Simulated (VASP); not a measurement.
**How SCF solver and SCF threshold change a VASP run on LiF (Griceite)**

Aim: find what the SCF solver and SCF threshold change for LiF (Griceite), and what they cost. The series runs use LDA. The SCF solver tried: ALGO = Normal; ALGO = Fast; ALGO = VeryFast; ALGO = All; ALGO = Damped; AMIX = 0.1, BMIX = 0.01; AMIX = 0.8; IMIX = 1, AMIX = 0.2. The SCF threshold tried: EDIFF = 0.01; EDIFF = 0.001; EDIFF = 1E-04; EDIFF = 1E-05; EDIFF = 1E-06; EDIFF = 1E-08. The atoms of the start are displaced at random from the sites of a Fm-3m cell.

Program: VASP 6.6.1. Level of theory: LDA; plane waves and PAW (Li_sv, F). Results are calculated unless marked as measured.

This is a report of a sequence of runs, with most program output left out.

## (1) Set-up

It takes space group Cm (No. 8, monoclinic). That holds within 0.01 Å; VASP, at its tighter tolerance, finds 1 operation. The conventional cell has a = 4.933 Å, b = 2.848 Å, c = 2.848 Å, α = 90.00°, β = 125.26°, γ = 90.00°. Nearest to Li lie 6 F at 1.98 to 2.04 Å. Nearest to F lie 6 Li at 1.98 to 2.04 Å. Farther neighbours and most contacts between anions are not listed. That group holds within 0.01 Å; judged at 0.001 Å it is P1 (No. 1).

## (2) SCF solver: ALGO = Normal

All solvers should reach one answer; they differ in cycles and robustness. LDA, the lowest rung, knows the local density alone.

Input file INCAR:

```
SYSTEM = LiF
PREC = Accurate
ENCUT = 650
EDIFF = 1E-06
NELM = 100
ISMEAR = -1
SIGMA = 0.05
LREAL = .FALSE.
ALGO = Normal
GGA = CA
NBANDS = 11
LORBIT = 11
LWAVE = .FALSE.
LCHARG = .FALSE.
KPAR = 2
ISIF = 2
```

Input file POSCAR:

```
LiF
1.0
    0.0000000000      2.0140000000      2.0140000000
    2.0140000000      0.0000000000      2.0140000000
    2.0140000000      2.0140000000      0.0000000000
Li F
1 1
Direct
    0.0146860000     -0.0201360000      0.0202120000
    0.5101770000      0.4993470000      0.5105960000
```

Input file KPOINTS:

```
Automatic mesh
0
Gamma
10 10 10
0 0 0
```

The projector-augmented-wave data sets are Li_sv and F (PBE family, release 64).

Command:

```
> mpirun -np 2 vasp_std
```

Wall time 26 s (2 MPI ranks of Intel Xeon Platinum 8259CL at 2.50GHz (Skylake/Cascade Lake), shared host); peak memory 0.41 GiB; 51 s of CPU time.

The gap is read on the k-mesh alone, so it is an upper bound where the band edges lie off the mesh. The PAW data sets were made with PBE, though LDA sets exist; this is a small mismatch.

This step gave:

```
SCF cycles                     : 11
electrons                      : 10
bands                          : 11
irreducible k-points           : 504
symmetry operations            : 1
free energy (TOTEN)            : -10.51 eV
Fermi energy                   : -0.1608 eV
pressure                       : -6.633 GPa
metallic                       : no
valence top at k               : 0, 0, 0
conduction bottom at k         : 0, 0, 0
least direct gap at k          : 0, 0, 0
gap on the k-mesh              : 8.838 eV
least direct gap on the k-mesh : 8.838 eV
```

The series starts at -5.2534 eV an atom and -6.63 GPa, after 11 cycles in 26 s.

## (3) SCF solver: ALGO = Fast

Edit INCAR of step 2 so:

```diff
@@ -8,3 +8,3 @@
 LREAL = .FALSE.
-ALGO = Normal
+ALGO = Fast
 GGA = CA
```

POSCAR is that of step 2.

KPOINTS is that of step 2.

Command:

```
> mpirun -np 2 vasp_std
```

The job ended after 51 s (2 MPI ranks; peak memory 0.41 GiB; 100 s of CPU time).

Against the first of the series the energy stays within 0.01 meV an atom; the pressure moves by -0.04 GPa, after 19 cycles in 51 s.

## (4) SCF solver: ALGO = VeryFast

Edit INCAR of step 3 so:

```diff
@@ -8,3 +8,3 @@
 LREAL = .FALSE.
-ALGO = Fast
+ALGO = VeryFast
 GGA = CA
```

POSCAR is that of step 3.

KPOINTS is that of step 3.

Command:

```
> mpirun -np 2 vasp_std
```

The job ended after 63 s (2 MPI ranks; peak memory 0.41 GiB; 2.1 min of CPU time).

Against the first of the series the energy stays within 0.01 meV an atom; the pressure moves by -0.05 GPa, after 23 cycles in 63 s.

## (5) SCF solver: ALGO = All

Edit INCAR of step 4 so:

```diff
@@ -8,3 +8,3 @@
 LREAL = .FALSE.
-ALGO = VeryFast
+ALGO = All
 GGA = CA
```

POSCAR is that of step 4.

KPOINTS is that of step 4.

Command:

```
> mpirun -np 2 vasp_std
```

The job ended after 29 s (2 MPI ranks; peak memory 0.63 GiB).

Against the first of the series the energy stays within 0.01 meV an atom; the pressure moves by -0.03 GPa, after 13 cycles in 29 s.

## (6) SCF solver: ALGO = Damped

Edit INCAR of step 5 so:

```diff
@@ -8,3 +8,3 @@
 LREAL = .FALSE.
-ALGO = All
+ALGO = Damped
 GGA = CA
```

POSCAR is that of step 5.

KPOINTS is that of step 5.

Command:

```
> mpirun -np 2 vasp_std
```

It took 38 s on 2 MPI ranks; peak memory 0.63 GiB.

Against the first of the series the energy stays within 0.01 meV an atom; the pressure moves by -0.18 GPa, after 19 cycles in 38 s.

## (7) SCF solver: AMIX = 0.1, BMIX = 0.01

Edit INCAR of step 6 so:

```diff
@@ -8,3 +8,3 @@
 LREAL = .FALSE.
-ALGO = Damped
+ALGO = Normal
 GGA = CA
@@ -16 +16,3 @@
 ISIF = 2
+AMIX = 0.1
+BMIX = 0.01
```

POSCAR is that of step 6.

KPOINTS is that of step 6.

Command:

```
> mpirun -np 2 vasp_std
```

It took 32 s on 2 MPI ranks; peak memory 0.41 GiB.

Against the first of the series the energy stays within 0.01 meV an atom; the pressure moves by +0.01 GPa, after 13 cycles in 32 s.

## (8) SCF solver: AMIX = 0.8

Edit INCAR of step 7 so:

```diff
@@ -16,3 +16,2 @@
 ISIF = 2
-AMIX = 0.1
-BMIX = 0.01
+AMIX = 0.8
```

POSCAR is that of step 7.

KPOINTS is that of step 7.

Command:

```
> mpirun -np 2 vasp_std
```

Wall time 26 s (2 MPI ranks); peak memory 0.41 GiB.

Against the first of the series the energy stays within 0.01 meV an atom and the pressure within 0.01 GPa, after 11 cycles in 26 s.

## (9) SCF solver: IMIX = 1, AMIX = 0.2

Edit INCAR of step 8 so:

```diff
@@ -16,2 +16,3 @@
 ISIF = 2
-AMIX = 0.8
+IMIX = 1
+AMIX = 0.2
```

POSCAR is that of step 8.

KPOINTS is that of step 8.

Command:

```
> mpirun -np 2 vasp_std
```

The job ended after 60 s (2 MPI ranks; peak memory 0.41 GiB).

Against the first of the series the energy stays within 0.01 meV an atom; the pressure moves by -0.13 GPa, after 25 cycles in 60 s.

## (10) The SCF solver series as a table

This step: convergence of LDA results with the solver; plane waves and PAW (VASP 6.6.1).

This step runs nothing: it gathers the runs above.

Differences are taken from the run with ALGO = Normal. Results of the series, by row:

| setting | status | energy less the reference (meV/atom) | pressure (GPa) | largest force difference (meV/Å) | gap (eV) | SCF cycles | wall time (s) |
| --- | --- | --- | --- | --- | --- | --- | --- |
| ALGO = Normal | converged | 0 | -6.633 | 0 | 8.838 | 11 | 26 |
| ALGO = Fast | converged | 3.00e-5 | -6.672 | 0.171 | 8.838 | 19 | 51 |
| ALGO = VeryFast | converged | 3.80e-4 | -6.687 | 0.111 | 8.838 | 23 | 63 |
| ALGO = All | converged | 1.50e-5 | -6.667 | 0.174 | 8.838 | 13 | 29 |
| ALGO = Damped | converged | 7.60e-4 | -6.811 | 0.132 | 8.84 | 19 | 38 |
| AMIX = 0.1, BMIX = 0.01 | converged | -1.50e-5 | -6.626 | 0.18 | 8.839 | 13 | 32 |
| AMIX = 0.8 | converged | -3.50e-5 | -6.634 | 0.215 | 8.838 | 11 | 26 |
| IMIX = 1, AMIX = 0.2 | converged | 3.15e-4 | -6.768 | 0.272 | 8.84 | 25 | 60 |

## (11) SCF threshold: EDIFF = 0.01

This step: LDA; plane waves and PAW (Li_sv, F) (VASP 6.6.1).

EDIFF stops the electronic loop; forces need it tighter than energies do.

Edit INCAR of step 9 so:

```diff
@@ -3,3 +3,3 @@
 ENCUT = 650
-EDIFF = 1E-06
+EDIFF = 0.01
 NELM = 100
@@ -16,3 +16 @@
 ISIF = 2
-IMIX = 1
-AMIX = 0.2
```

POSCAR is that of step 9.

KPOINTS is that of step 9.

Command:

```
> mpirun -np 2 vasp_std
```

The job ended after 20 s (2 MPI ranks; peak memory 0.41 GiB; 38 s of CPU time).

This step gave:

```
SCF cycles                     : 8
Fermi energy                   : -0.1647 eV
pressure                       : -4.884 GPa
gap on the k-mesh              : 8.845 eV
least direct gap on the k-mesh : 8.845 eV
```

The series starts at -5.2533 eV an atom and -4.88 GPa, after 8 cycles in 20 s.

## (12) SCF threshold: EDIFF = 0.001

Edit INCAR of step 11 so:

```diff
@@ -3,3 +3,3 @@
 ENCUT = 650
-EDIFF = 0.01
+EDIFF = 0.001
 NELM = 100
```

POSCAR is that of step 11.

KPOINTS is that of step 11.

Command:

```
> mpirun -np 2 vasp_std
```

Wall time 24 s (2 MPI ranks); peak memory 0.41 GiB.

Against the run before the energy moves by -0.01 meV an atom and the pressure by -2.31 GPa, after 9 cycles in 24 s.

## (13) SCF threshold: EDIFF = 1E-04

Edit INCAR of step 12 so:

```diff
@@ -3,3 +3,3 @@
 ENCUT = 650
-EDIFF = 0.001
+EDIFF = 1E-04
 NELM = 100
```

POSCAR is that of step 12.

KPOINTS is that of step 12.

Command:

```
> mpirun -np 2 vasp_std
```

Run time: 24 s. Hardware: 2 MPI ranks; peak memory 0.41 GiB; 46 s of CPU time.

Against the run before the energy moves by -0.01 meV an atom and the pressure by +0.48 GPa, after 10 cycles in 24 s.

## (14) SCF threshold: EDIFF = 1E-05

Edit INCAR of step 13 so:

```diff
@@ -3,3 +3,3 @@
 ENCUT = 650
-EDIFF = 1E-04
+EDIFF = 1E-05
 NELM = 100
```

POSCAR is that of step 13.

KPOINTS is that of step 13.

Command:

```
> mpirun -np 2 vasp_std
```

Wall time 27 s (2 MPI ranks); peak memory 0.41 GiB; 53 s of CPU time.

Against the run before the energy stays within 0.01 meV an atom; the pressure moves by +0.08 GPa, after 11 cycles in 27 s.

## (15) SCF threshold: EDIFF = 1E-06

Edit INCAR of step 14 so:

```diff
@@ -3,3 +3,3 @@
 ENCUT = 650
-EDIFF = 1E-05
+EDIFF = 1E-06
 NELM = 100
```

POSCAR is that of step 14.

KPOINTS is that of step 14.

Command:

```
> mpirun -np 2 vasp_std
```

It took 28 s on 2 MPI ranks; peak memory 0.4 GiB.

Against the run before the energy stays within 0.01 meV an atom; the pressure moves by +0.01 GPa, after 11 cycles in 28 s.

## (16) SCF threshold: EDIFF = 1E-08

Edit INCAR of step 15 so:

```diff
@@ -3,3 +3,3 @@
 ENCUT = 650
-EDIFF = 1E-06
+EDIFF = 1E-08
 NELM = 100
```

POSCAR is that of step 15.

KPOINTS is that of step 15.

Command:

```
> mpirun -np 2 vasp_std
```

The job ended after 32 s (2 MPI ranks; peak memory 0.41 GiB).

Against the run before the energy stays within 0.01 meV an atom; the pressure moves by -0.04 GPa, after 13 cycles in 32 s.

## (17) The SCF threshold series as a table

This step: convergence of LDA results with the threshold; plane waves and PAW (VASP 6.6.1).

No new run; the numbers come from the runs before.

Differences are taken from the run with EDIFF = 1E-08. Results of the series, by row:

```
      setting     status  energy less the reference (meV/atom)  pressure (GPa)  largest force difference (meV/Å)  gap (eV)  SCF cycles  wall time (s)
 EDIFF = 0.01  converged                               0.01851          -4.884                             8.556     8.845           8           19.6
EDIFF = 0.001  converged                              0.005915          -7.198                             0.148     8.832           9             24
EDIFF = 1E-04  converged                              -8.50e-5          -6.715                              0.04     8.839          10             24
EDIFF = 1E-05  converged                               1.00e-5           -6.64                             0.105     8.838          11             27
EDIFF = 1E-06  converged                                     0          -6.633                             0.167     8.838          11             28
EDIFF = 1E-08  converged                                     0          -6.672                                 0     8.838          13             32
```

## (18) What came out

| Item | Value |
| --- | --- |
| fewest SCF cycles | ALGO = Normal; AMIX = 0.8 (11) |
| most SCF cycles among converged runs | IMIX = 1, AMIX = 0.2 (25) |
| spread of the pressure over the SCF solver | 0.185 GPa |
| spread of the energy over the SCF solver | 8.0e-4 meV/atom |
| SCF threshold from which the energy stays within 10 meV/atom of the reference | EDIFF = 0.01 |
| SCF threshold from which the energy stays within 1 meV/atom of the reference | EDIFF = 0.01 |
| SCF threshold from which the pressure stays within 0.2 GPa of the reference | EDIFF = 1E-04 |
| spread of the pressure over the SCF threshold | 2.31 GPa |
| spread of the energy over the SCF threshold | 0.0186 meV/atom |

What this shows: All SCF solvers that converged agree within 0.05 meV an atom. No setting beats the 26 s of ALGO = Normal by a fifth or more; the slowest converged run is ALGO = VeryFast, at 63 s. On a shared host such times are rough. Yet the pressure of ALGO = Damped is -0.18 GPa off: EDIFF tests the energy, which is second order in the error of the density, while the stress is first order. From EDIFF = 0.01 on, the energy stays within 1 meV an atom of the reference, at 61 % of its time. The pressure holds within 0.2 GPa from EDIFF = 1E-04 on. The loosest stop saves 5 of 13 cycles and costs +0.0 meV an atom, +1.79 GPa, 8.6 meV/Å in forces.

[Lines on the potential files, build, host, timing and source positions are cut from VASP's logs without a mark.]

[Logs are printed without paths, hosts, clocks, repeated set-up lines and the standing remarks that a program may print on its own settings, such as how far it seeks lower states.]

[Hosts, paths, dates, database ids (printed as entryN), source tags and the programs' standing remarks are cut or masked in the printed files.]

[A measured line is paired with the nearest computed mode of its activity, which favours agreement.]
